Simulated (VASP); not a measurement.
```
CELL_PARAMETERS angstrom
     -2.91578     2.91578     2.91578
      2.91578    -2.91578     2.91578
      2.91578     2.91578    -2.91578
ATOMIC_POSITIONS crystal
  Rb 0.00000 0.00000 0.00000
```

Method: revPBE GGA, VASP's PBE PAW potentials (set 64) (plane waves; VASP). Numerical set-up: 520 eV cut-off, Gaussian smearing of 0.050 eV, potentials Rb_sv.

Q: What does the run give for the band gap (along the path) with the smallest direct gap where there is one?

A: 
```yaml
band gap (along the path): none (metal, semimetal or under 0.01 eV)
```

The compound is Rb in the bcc structure. It was relaxed first, which changed the volume by +10 %.
